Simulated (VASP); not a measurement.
```
SnO
1.0
    3.85770     0.00000     0.00000
    0.00000     3.85770     0.00000
    0.00000     0.00000     4.88834
Sn O
2 2
Direct
  0.50000   0.00000   0.76224
  0.00000   0.50000   0.23776
  0.50000   0.50000   0.00000
  0.00000   0.00000   0.00000
```

These are optB88-vdW, VASP's PBE PAW potentials (set 64) (plane waves; VASP 6.6.1) values and carry that method's errors. Run with 520 eV cut-off, 7×7×5 Γ-centred mesh, tetrahedra with Blöchl corrections, potentials Sn_d O.

The cores are frozen, which limits the accuracy of field gradients.

Q: Give the principal components of the electric field gradient (V/Å²) and the asymmetry η at each nucleus.

A: 
| atom | Vxx | Vyy | Vzz | η |
|---|---|---|---|---|
| Sn1 | 81.6 | 81.6 | -163.2 | 0.00 |
| Sn2 | 81.6 | 81.6 | -163.2 | 0.00 |
| O3 | -0.6 | -0.6 | 1.3 | 0.00 |
| O4 | -0.6 | -0.6 | 1.3 | 0.00 |

The compound is SnO in the litharge structure. It was relaxed first.
